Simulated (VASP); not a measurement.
Data:

```
LiBr
1.0
    0.00000     2.75000     2.75000
    2.75000     0.00000     2.75000
    2.75000     2.75000     0.00000
Li Br
1 1
Cartesian
  0.00000   0.00000   0.00000
  2.75000   2.75000   2.75000
```

Calculation: PBE GGA, VASP's PBE PAW potentials (set 64) (plane waves; VASP). Settings: 400 eV cut-off, 10×10×10 Γ-centred mesh, Fermi-Dirac smearing of 0.050 eV, potentials Li_sv Br.

**Question.** Give the energies of bands 3 to 8 at the high-symmetry points, in eV from the valence-band maximum.

**Answer.** 
| band | Γ | X | U | L | W |
|---|---|---|---|---|---|
| 3 | -0.01 | -2.89 | -2.50 | -2.86 | -2.15 |
| 4 | -0.01 | -1.14 | -1.84 | -0.27 | -2.15 |
| 5 | -0.01 | -1.14 | -0.86 | -0.27 | -1.13 |
| 6 | 5.05 | 6.44 | 6.73 | 5.61 | 8.21 |
| 7 | 10.49 | 7.10 | 8.79 | 8.09 | 8.55 |
| 8 | 10.49 | 11.62 | 10.28 | 8.09 | 9.44 |

The gap is indirect, 5.05 eV, from the valence maximum at K-Γ at 0.78 to the conduction minimum at Γ.

The structure is a typed LiBr crystal (Fm-3m). The cell was not relaxed at this level.
